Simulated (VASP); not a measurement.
```
LaC
1.0
    3.28092     0.00000     0.00000
    0.00000     3.28092     0.00000
    0.00000     0.00000     3.28092
La C
1 1
Direct
  0.00000   0.00000   0.00000
  0.50000   0.50000   0.50000
```

Level of theory: PBE GGA, VASP's PBE PAW potentials (set 64) (plane waves; VASP). Settings: 520 eV cut-off, Gaussian smearing of 0.050 eV, potentials La C.

Problem. Give the energies of bands 6 to 10 at the high-symmetry points, in eV from the Fermi level.

Solution. 
| band | Γ | X | M | R |
|---|---|---|---|---|
| 6 | -0.64 | -3.26 | -0.70 | -3.89 |
| 7 | -0.64 | -0.48 | -0.70 | -3.89 |
| 8 | 0.77 | -0.48 | 0.51 | -3.89 |
| 9 | 0.77 | 0.43 | 1.19 | 3.05 |
| 10 | 0.77 | 2.22 | 2.97 | 3.05 |

It has no gap at this level: it comes out as a metal or semimetal.

The structure was generated: LaC was put into the CsCl type type (Pm-3m), which need not be its known phase. It was relaxed first, which changed the volume by -29 %. The electron count is odd and the run is not spin-polarised, which forces a metal.
